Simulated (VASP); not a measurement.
The input files of a VASP run:

File POSCAR:
```
Pb
1
    2.4750000000     0.0000000000     2.4750000000
    0.0000000000     2.4750000000     2.4750000000
    2.4750000000     2.4750000000     0.0000000000
Pb
1
Direct
  0.0000000000   0.0000000000   0.0000000000
```

INCAR:
```
SYSTEM = Pb
PREC = Accurate
ENCUT = 400
EDIFF = 1E-6
NELM = 100
ALGO = Normal
LREAL = .FALSE.
LASPH = .TRUE.
ISMEAR = 1
SIGMA = 0.1
GGA = PE
LMAXMIX = 4
LWAVE = .FALSE.
LCHARG = .FALSE.
ISIF = 2
```

KPOINTS:
```
Automatic mesh
0
Gamma
10 10 10
0 0 0
```

POTCAR, in this order: Pb_d (PBE.64 set). Program: vasp_std.

Task: What happens when VASP runs on this input?

Result: There is a fault: the lattice vectors form a left-handed set. VASP stops with an error: ERROR: the triple product of the basis vectors is negative exchange two basis vectors ----> I REFUSE TO CONTINUE WITH THIS SICK JOB ... BYE!!! <----

### standard output
```
 -----------------------------------------------------------------------------
|                                                                             |
|     EEEEEEE  RRRRRR   RRRRRR   OOOOOOO  RRRRRR      ###     ###     ###     |
|     E        R     R  R     R  O     O  R     R     ###     ###     ###     |
|     E        R     R  R     R  O     O  R     R     ###     ###     ###     |
|     EEEEE    RRRRRR   RRRRRR   O     O  RRRRRR       #       #       #      |
|     E        R   R    R   R    O     O  R   R                               |
|     E        R    R   R    R   O     O  R    R      ###     ###     ###     |
|     EEEEEEE  R     R  R     R  OOOOOOO  R     R     ###     ###     ###     |
|                                                                             |
|     ERROR: the triple product of the basis vectors is negative exchange     |
|     two basis vectors                                                       |
|                                                                             |
|       ---->  I REFUSE TO CONTINUE WITH THIS SICK JOB ... BYE!!! <----       |
|                                                                             |
 -----------------------------------------------------------------------------
```

To mend it, correct POSCAR.
POSCAR:
```
Pb
1
    0.0000000000     2.4750000000     2.4750000000
    2.4750000000     0.0000000000     2.4750000000
    2.4750000000     2.4750000000     0.0000000000
Pb
1
Direct
  0.0000000000   0.0000000000   0.0000000000
```
The mended run (PBE GGA, plane waves, VASP's PBE PAW potentials (set 64)) converges, and its OSZICAR ends with
```
   1 F= -.35501198E+01 E0= -.35496853E+01  d E =-.130354E-02
```

The compound is Pb in the fcc structure. The cell was not relaxed at this level.
